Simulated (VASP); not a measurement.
VASP runs on Ba (bcc) share one base input (PBE GGA, plane waves, VASP's PBE PAW potentials (set 64)) and change the settings named in each case.

### KPOINTS
```
Automatic mesh
0
Gamma
9 9 9
0 0 0
```

**POSCAR**
```
Ba
1
   -2.5602000000     2.5602000000     2.5602000000
    2.5602000000    -2.5602000000     2.5602000000
    2.5602000000     2.5602000000    -2.5602000000
Ba
1
Direct
  0.0000000000   0.0000000000   0.0000000000
```

### INCAR
```
LASPH = .TRUE.   # aspherical one-centre terms
NELM = 100   # most electronic steps
ISIF = 2
EDIFF = 1E-6   # SCF stop (eV)
ISMEAR = 1   # Methfessel-Paxton
LCHARG = .FALSE.
SIGMA = 0.1   # width (eV)
SYSTEM = Ba
LREAL = .FALSE.   # projection in real space or not
GGA = PE   # PBE
ALGO = Normal   # blocked Davidson
PREC = Accurate
LMAXMIX = 4
ENCUT = 400
LWAVE = .FALSE.
```

POTCAR, in this order: Ba_sv (PBE.64 set). Program: vasp_std.

```json
[
 {"change": "base run", "pressure (GPa)": "-0.43", "plane waves": "1240"},
 {"change": "ENCUT = 150", "pressure (GPa)": "-1.29", "plane waves": "321"},
 {"change": "ENCUT = 325", "pressure (GPa)": "-0.43", "plane waves": "935"},
 {"change": "ENCUT = 450", "pressure (GPa)": "-0.43", "plane waves": "1481"},
 {"change": "ENCUT = 575", "pressure (GPa)": "-0.43", "plane waves": "2123"},
 {"change": "ENCUT = 675", "pressure (GPa)": "-0.42", "plane waves": "2693"},
 {"change": "ENCUT = 775", "pressure (GPa)": "-0.42", "plane waves": "3319"}
]
```
 Unless said otherwise, spin-orbit coupling is left out, though it shifts the bands of the heavy elements here.

Left out are runs that ran out of time, are held back, or changed the cell or the kind of run, fixed moments of cells without a moment, rows past the twelfth, gaps on odd meshes, pressures of charged cells and columns that move by less than the noise.

The compound is Ba in the bcc structure. The cell was not relaxed at this level.
